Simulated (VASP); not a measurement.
# HfSi2B4 (Pmmm) in VASP: single point with r2SCAN

Aim: the single point of HfSi2B4 with r2SCAN.

Everything below comes from runs of VASP 6.6.1. Logs are shortened: lines on timing, memory, paths and dates and some standing lists are left out, and cuts for length are marked.

## (1) The crystal as given

The structure is orthorhombic, space group Pmmm (No. 47). The conventional cell has a = 3.179 Å, b = 4.599 Å, c = 5.271 Å, α = 90.00°, β = 90.00°, γ = 90.00°. Hf (site symmetry mmm) is surrounded by 8 B at 2.53 Å and 4 Si at 2.64 Å. Si (site symmetry mm2) is surrounded by 4 B at 2.18 Å. B (site symmetry m) is surrounded by 2 B at 1.76 to 1.77 Å.

The cell was built by a generator and needn't be a form met in nature.

## (2) Single point, r2SCAN

Input file INCAR:

```
SYSTEM = HfSi2B4
PREC = Accurate
ENCUT = 520
EDIFF = 1E-6
ISMEAR = 0
SIGMA = 0.1
LREAL = .False.
LASPH = .True.
NELM = 150
ALGO = Normal
ISIF = 2
LWAVE = .False.
LCHARG = .False.
METAGGA = R2SCAN
LMIXTAU = .True.
KPAR = 2
```

Input file KPOINTS:

```
regular mesh
0
Gamma
  10 6 6
  0 0 0
```

Input file POSCAR:

```
HfSi2B4
1.0
    3.1786600000      0.0000000000      0.0000000000
    0.0000000000      4.5992200000      0.0000000000
    0.0000000000      0.0000000000      5.2709800000
Hf Si B
1 2 4
Direct
    0.5000000000      0.0000000000      0.0000000000
    0.5000000000      0.5000000000      0.7529950000
    0.5000000000      0.5000000000      0.2470050000
    0.0000000000      0.8078070000      0.6672040000
    0.0000000000      0.8078070000      0.3327960000
    0.0000000000      0.1921930000      0.3327960000
    0.0000000000      0.1921930000      0.6672040000
```

Potentials or basis: VASP PAW PBE potentials, release 64 (Hf_pv, Si, B).

Launch:

```console
cat potpaw_PBE.64/Hf_pv/POTCAR potpaw_PBE.64/Si/POTCAR potpaw_PBE.64/B/POTCAR > POTCAR
mpirun -np 2 vasp_std > vasp.out
```

OUTCAR:

```text
SYSTEM = HfSi2B4
   PREC = Accurate
   ENCUT = 520
   EDIFF = 1E-6
   ISMEAR = 0
   LREAL = .False.
   LASPH = .True.
   NELM = 150
   ISIF = 2
   METAGGA = R2SCAN

 ion  position               nearest neighbor table
   1  0.500  0.000  0.000-   4 2.53   5 2.53   6 2.53   7 2.53   4 2.53   5 2.53   6 2.53   7 2.53
                             2 2.64   3 2.64   2 2.64   3 2.64
   2  0.500  0.500  0.753-   4 2.18   7 2.18   4 2.18   7 2.18   3 2.60   1 2.64   1 2.64   3 2.67

   3  0.500  0.500  0.247-   5 2.18   6 2.18   5 2.18   6 2.18   2 2.60   1 2.64   1 2.64   2 2.67

   4  0.000  0.808  0.667-   5 1.76   7 1.77   2 2.18   2 2.18   1 2.53   1 2.53
   5  0.000  0.808  0.333-   4 1.76   6 1.77   3 2.18   3 2.18   1 2.53   1 2.53
   6  0.000  0.192  0.333-   7 1.76   5 1.77   3 2.18   3 2.18   1 2.53   1 2.53
   7  0.000  0.192  0.667-   6 1.76   4 1.77   2 2.18   2 2.18   1 2.53   1 2.53

  LATTYP: Found a simple orthorhombic cell.
 ALAT       =     3.1786600000
 B/A-ratio  =     1.4469052997
 C/A-ratio  =     1.6582396356

  Lattice vectors:

 A1 = (   3.1786600000,   0.0000000000,   0.0000000000)
 A2 = (   0.0000000000,   4.5992200000,   0.0000000000)
 A3 = (   0.0000000000,   0.0000000000,   5.2709800000)

Analysis of symmetry for initial positions (statically):
=====================================================================
 Subroutine PRICEL returns:
 Original cell was already a primitive cell.

 Routine SETGRP: Setting up the symmetry group for a
 simple orthorhombic supercell.

 Subroutine GETGRP returns: Found  8 space group operations
 (whereof  8 operations were pure point group operations)
 out of a pool of  8 trial point group operations.

The static configuration has the point symmetry D_2h.

Analysis of symmetry for dynamics (positions and initial velocities):
=====================================================================
 Subroutine PRICEL returns:
 Original cell was already a primitive cell.

 Routine SETGRP: Setting up the symmetry group for a
 simple orthorhombic supercell.

 Subroutine GETGRP returns: Found  8 space group operations
 (whereof  8 operations were pure point group operations)
 out of a pool of  8 trial point group operations.

The dynamic configuration has the point symmetry D_2h.

 Subroutine INISYM returns: Found  8 space group operations
 (whereof  8 operations are pure point group operations),
 and found     1 'primitive' translations

----------------------------------------------------------------------------------------

                                     Primitive cell

  volume of cell :      77.0583

  direct lattice vectors                    reciprocal lattice vectors
     3.178660000  0.000000000  0.000000000     0.314597975  0.000000000  0.000000000
     0.000000000  4.599220000  0.000000000     0.000000000  0.217428173  0.000000000
     0.000000000  0.000000000  5.270980000     0.000000000  0.000000000  0.189718041

  length of vectors
     3.178660000  4.599220000  5.270980000     0.314597975  0.217428173  0.189718041

  position of ions in fractional coordinates (direct lattice)
     0.500000000  0.000000000  0.000000000
     0.500000000  0.500000000  0.752995000
     0.500000000  0.500000000  0.247005000
     0.000000000  0.807807000  0.667204000
     0.000000000  0.807807000  0.332796000
     0.000000000  0.192193000  0.332796000
     0.000000000  0.192193000  0.667204000

  ion indices of the primitive-cell ions
   primitive index   ion index
                 1           1
                 2           2
                 3           3
                 4           4
                 5           5
                 6           6
                 7           7

----------------------------------------------------------------------------------------

 KPOINTS: regular mesh

Automatic generation of k-mesh.
 Grid dimensions read from file:
 generate k-points for:   10    6    6

 Generating k-lattice:

  Cartesian coordinates                     Fractional coordinates (reciprocal lattice)
     0.031459798  0.000000000  0.000000000     0.100000000  0.000000000  0.000000000
     0.000000000  0.036238029  0.000000000     0.000000000  0.166666667  0.000000000
     0.000000000  0.000000000  0.031619674     0.000000000  0.000000000  0.166666667

  Length of vectors
     0.031459798  0.036238029  0.031619674

  Shift w.r.t. Gamma in fractional coordinates (k-lattice)
     0.000000000  0.000000000  0.000000000

 Subroutine IBZKPT returns following result:
 ===========================================

 Found     96 irreducible k-points:

 Following reciprocal coordinates:
            Coordinates               Weight
  0.000000  0.000000  0.000000      1.000000
  0.100000  0.000000  0.000000      2.000000
  0.200000  0.000000  0.000000      2.000000
  0.300000  0.000000  0.000000      2.000000
  0.400000  0.000000  0.000000      2.000000
  0.500000  0.000000  0.000000      1.000000
[... 16 lines left out ...]
  0.400000  0.500000  0.000000      2.000000
  0.500000  0.500000  0.000000      1.000000
 [... further k-points ...]
   k-points           NKPTS =     96   k-points in BZ     NKDIM =     96   number of bands    NBANDS=     19
   number of dos      NEDOS =    301   number of ions     NIONS =      7
   total plane-waves  NPLWV =  34560
   dimension x,y,z NGX =    24 NGY =   36 NGZ =   40
   dimension x,y,z NGXF=    48 NGYF=   72 NGZF=   80
   ions per type =               1   2   4
   NGX,Y,Z   is equivalent  to a cutoff of  12.55, 13.01, 12.62 a.u.
   NGXF,Y,Z  is equivalent  to a cutoff of  25.10, 26.03, 25.23 a.u.
 SYSTEM =  HfSi2B4
   PREC   = accura    normal or accurate (medium, high low for compatibility)
   ISTART =      0    job   : 0-new  1-cont  2-samecut
   ICHARG =      2    charge: 1-file 2-atom 10-const
   ISPIN  =      1    spin polarized calculation?
   LNONCOLLINEAR =      F non collinear calculations
   LSORBIT =      F    spin-orbit coupling
   LASPH  =      T    aspherical Exc in radial PAW
   ENCUT  =  520.0 eV  38.22 Ry    6.18 a.u.   5.91  8.55  9.80*2*pi/ulx,y,z
   NELM   =    150;   NELMIN=  2; NELMDL= -5     # of ELM steps
   EDIFF  = 0.1E-05   stopping-criterion for ELM
   LREAL  =      F    real-space projection
   EDIFFG = 0.1E-04   stopping-criterion for IOM
   NSW    =      0    number of steps for IOM
   IBRION =     -1    ionic relax: 0-MD 1-quasi-New 2-CG
   NFREE  =      0    steps in history (QN), initial steepest desc. (CG)
   ISIF   =      2    stress and relaxation
   ISYM   =      2    0-nonsym 1-usesym 2-fastsym
   POTIM  = 0.5000    time-step for ionic-motion
   TEBEG  =    0.0;   TEEND  =   0.0 temperature during run
   PSTRESS=    0.0 pullay stress
   NELECT =      30.0000    total number of electrons
   NUPDOWN=      -1.0000    fix difference up-down
   EMIN   =  10.00;   EMAX   =-10.00  energy-range for DOS
   EFERMI =   0.00;   METHOD = LEGACY
   ISMEAR =     0;   SIGMA  =   0.10  broadening in eV -4-tet -1-fermi 0-gaus
   EFERMI_NEDOS =   21; number of points for ismear=-14 and -15
   IALGO  =     38    algorithm
   IMIX   =      4    mixing-type and parameters
     AMIX     =   0.40;   BMIX     =  1.00
     AMIX_MAG =   1.60;   BMIX_MAG =  1.00
  volume/ion in A,a.u.               =      11.01        74.29
  Fermi-wavevector in a.u.,A,eV,Ry     =   1.195387  2.258955 19.442062  1.428951
  Thomas-Fermi vector in A             =   2.331354
   LORBIT       =      0    0 simple, 1 ext, 2 COOP (PROOUT), +10 PAW based schemes
   METAGGA = R2SCAN    functional components
   LHFCALC =     F    Hartree Fock is set to
   AEXX    =    0.0000 exact exchange contribution
   IVDW    =     0    specifies the selected vdW correction
   LEPSILON=     F    determine dielectric tensor
   LRPA    =     F    only Hartree local field effects (RPA)
 non-spin polarized calculation
 Gauss-broadening in eV      SIGMA  =   0.10
  energy-cutoff  :      520.00
  volume of cell :       77.06
 maximum number of plane-waves:      2094
 NGX is ok and might be reduce to    24
   NGX = 11   NGY = 17   NGZ = 19

 number of electron      29.9999999 magnetization

 Free energy of the ion-electron system (eV)
  ---------------------------------------------------
  ext. energy  EPLUGINS =         0.00000000
  ---------------------------------------------------
  free energy    TOTEN  =       -91.41548816 eV

  energy without entropy =      -91.40625906  energy(sigma->0) =      -91.41087361

 E-fermi :   7.3701     XC(G=0): -12.3053

 val. band max:        7.3661884791   @ k =   0.0000   0.1667   0.5000
 cond. band min:       7.3729145680   @ k =   0.3000   0.5000   0.3333
 fundamental gap:      0.0067260889
 Fermi energy:         7.3701230403

 k-point     1 :       0.0000    0.0000    0.0000
  band No.  band energies     occupation
      1     -24.1275      2.00000
      2     -24.0721      2.00000
      3     -23.8162      2.00000
      4      -7.1729      2.00000
      5      -2.4155      2.00000
      6      -2.0561      2.00000
[... 11 lines left out ...]
     18      12.5656      0.00000
     19      12.7730      0.00000

 k-point     2 :       0.1000    0.0000    0.0000
  band No.  band energies     occupation
      1     -24.1224      2.00000
      2     -24.0652      2.00000
      3     -23.8622      2.00000
      4      -7.0298      2.00000
      5      -2.3216      2.00000
      6      -1.9818      2.00000
[... 11 lines left out ...]
     18      11.3289      0.00000
     19      12.3410      0.00000

 k-point     3 :       0.2000    0.0000    0.0000
  band No.  band energies     occupation
      1     -24.1090      2.00000
      2     -24.0470      2.00000
      3     -23.9808      2.00000
      4      -6.6074      2.00000
      5      -2.0525      2.00000
      6      -1.8164      2.00000
[... 11 lines left out ...]
     18      10.3461      0.00000
     19      11.6048      0.00000

 k-point     4 :       0.3000    0.0000    0.0000
  band No.  band energies     occupation
      1     -24.1239      2.00000
      2     -24.0924      2.00000
      3     -24.0244      2.00000
      4      -5.9248      2.00000
      5      -1.8515      2.00000
      6      -1.6545      2.00000
[... 11 lines left out ...]
     18      11.3287      0.00000
     19      11.3579      0.00000

 k-point     5 :       0.4000    0.0000    0.0000
  band No.  band energies     occupation
      1     -24.2371      2.00000
      2     -24.0789      2.00000
      3     -24.0060      2.00000
      4      -5.0227      2.00000
      5      -2.5912      2.00000
      6      -1.2400      2.00000
[... 11 lines left out ...]
     18      11.4746      0.00000
     19      11.6370      0.00000
[... 334 lines left out ...]
      2     -24.0445      2.00000
      3     -23.9798      2.00000
      4      -5.1654      2.00000
      5      -4.7217      2.00000
      6      -1.6074      2.00000
[... 11 lines left out ...]
     18       9.9073      0.00000
     19      10.2167      0.00000

 k-point    22 :       0.3000    0.5000    0.0000
  band No.  band energies     occupation
      1     -24.1227      2.00000
      2     -24.1112      2.00000
      3     -24.0220      2.00000
      4      -4.4922      2.00000
      5      -4.1721      2.00000
      6      -0.9202      2.00000
[... 11 lines left out ...]
     18      10.0264      0.00000
     19      10.8559      0.00000

 k-point    23 :       0.4000    0.5000    0.0000
  band No.  band energies     occupation
      1     -24.2356      2.00000
      2     -24.0969      2.00000
      3     -24.0038      2.00000
      4      -3.5709      2.00000
      5      -3.5566      2.00000
      6      -0.9216      2.00000
[... 11 lines left out ...]
     18      10.0681      0.00000
     19      11.4608      0.00000

 k-point    24 :       0.5000    0.5000    0.0000
  band No.  band energies     occupation
      1     -24.2782      2.00000
      2     -24.0915      2.00000
      3     -23.9968      2.00000
      4      -3.2601      2.00000
      5      -2.4593      2.00000
      6      -2.2588      2.00000
[... 11 lines left out ...]
     18      10.0662      0.00000
     19      11.7764      0.00000

 [... further k-points ...]

------------------------ aborting loop because EDIFF is reached ----------------------------------------

  FORCE on cell =-STRESS in cart. coord.  units (eV):
  Direction    XX          YY          ZZ          XY          YZ          ZX
  --------------------------------------------------------------------------------------
  -------------------------------------------------------------------------------------
  Total       -0.2153118     -1.0854026     -0.7565104      0.0000000      0.0000000      0.0000000
  in kB       -4.4767084    -22.5674147    -15.7291719      0.0000000      0.0000000      0.0000000
  external PRESSURE =     -14.2577650 kB  Pullay stress =       0.0000000 kB

 VOLUME and BASIS-vectors are now :
 -----------------------------------------------------------------------------
  energy-cutoff  :      520.00
  volume of cell :       77.06
      direct lattice vectors                 reciprocal lattice vectors
     3.178660000  0.000000000  0.000000000     0.314597975  0.000000000  0.000000000
     0.000000000  4.599220000  0.000000000     0.000000000  0.217428173  0.000000000
     0.000000000  0.000000000  5.270980000     0.000000000  0.000000000  0.189718041

 POSITION                                       TOTAL-FORCE (eV/Angst)
 -----------------------------------------------------------------------------------
      1.58933      0.00000      0.00000        -0.000000      0.000000     -0.000000
      1.58933      2.29961      3.96902        -0.000000      0.000000      0.084382
      1.58933      2.29961      1.30196        -0.000000      0.000000     -0.084382
      0.00000      3.71528      3.51682         0.000000     -0.050960      0.040797
      0.00000      3.71528      1.75416        -0.000000     -0.050960     -0.040797
      0.00000      0.88394      1.75416         0.000000      0.050960     -0.040797
      0.00000      0.88394      3.51682        -0.000000      0.050960      0.040797
 -----------------------------------------------------------------------------------
    total drift:                                0.000000      0.000000     -0.000000

  FREE ENERGIE OF THE ION-ELECTRON SYSTEM (eV)
  ---------------------------------------------------
  free  energy   TOTEN  =       -91.4154881555 eV

  energy  without entropy=      -91.4062590612  energy(sigma->0) =      -91.41087361
```

It took 2.9 min on 2 MPI ranks of Intel Xeon Platinum 8259CL at 2.50GHz (Skylake/Cascade Lake), shared host; peak memory 0.29 GiB.

Results:

```
Free energy            : -91.4155 eV
Pressure               : -1.4 GPa
Largest force          : 0.084 eV/Å
Band gap on the k mesh : none (metal or under the smearing width)
```

Forces on the atoms (eV/Å):
```
Hf   0.000  0.000  0.000
Si   0.000  0.000  0.084
Si   0.000  0.000 -0.084
B    0.000 -0.051  0.041
B    0.000 -0.051 -0.041
B    0.000  0.051 -0.041
B    0.000  0.051  0.041
```

Stress tensor (GPa, compression positive):
```
-0.45  0.00  0.00
 0.00 -2.26  0.00
 0.00  0.00 -1.57
```

Caveat: the PAW data sets were made with another functional, which shifts forces and pressure a little.
